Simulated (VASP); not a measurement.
A run of VASP 6.6.1 is set up as follows.

INCAR

```
PREC     = Accurate       # precision mode
ENCUT    = 600            # plane-wave cutoff, eV
EDIFF    = 1E-6           # SCF threshold, eV
ISMEAR   = 0              # smearing method
SIGMA    = 0.05           # smearing width, eV
LREAL    = False          # projectors in reciprocal space
LASPH    = True           # aspherical terms in the spheres
NELM     = 100            # most SCF steps
ALGO     = Normal         # electronic algorithm
ISIF     = 3              # what is computed and relaxed
LWAVE    = False          # write WAVECAR
LCHARG   = False          # write CHGCAR
GGA      = PE             # functional
IBRION   = 2              # ionic algorithm
NSW      = 60             # ionic steps
EDIFFG   = -0.02          # ionic threshold
```

Contents of KPOINTS:

```
Automatic mesh
0
Gamma
  9 9 9
```

File POSCAR:

```
BAu
1.0
    3.2368600000      0.0000000000      0.0000000000
   -1.6184300000      2.8032000000      0.0000000000
    0.0000000000      0.0000000000      2.8493500000
B Au
1 1
Direct
    0.0000000000      0.0000000000      0.0000000000
    0.3333300000      0.6666700000      0.5000000000
```

Potentials or basis: VASP PAW PBE potentials, release 64 (B, Au).

Command:

```sh
$ cat potpaw_PBE.64/B/POTCAR potpaw_PBE.64/Au/POTCAR > POTCAR
$ mpirun -np 1 vasp_std > vasp.out
```

Problem. Estimate the space group after relaxing (to 0.05 Å).

Solution. P-6m2 (No. 187).

Problem. Predict the band gap on the k mesh.

Solution. None (metal or under the smearing width).

Problem. Estimate the relaxed volume.

Solution. 12.90 Å³/atom.

Final structure:
```
B Au
1.0
     3.23534    0.00000    0.00000
    -1.61767    2.80189    0.00000
     0.00000    0.00000    2.84719
B Au
1 1
Direct
  0.00000 0.00000 0.00000
  0.33333 0.66667 0.50000
```

The run has no spin-orbit coupling, so splittings on Au are missing.
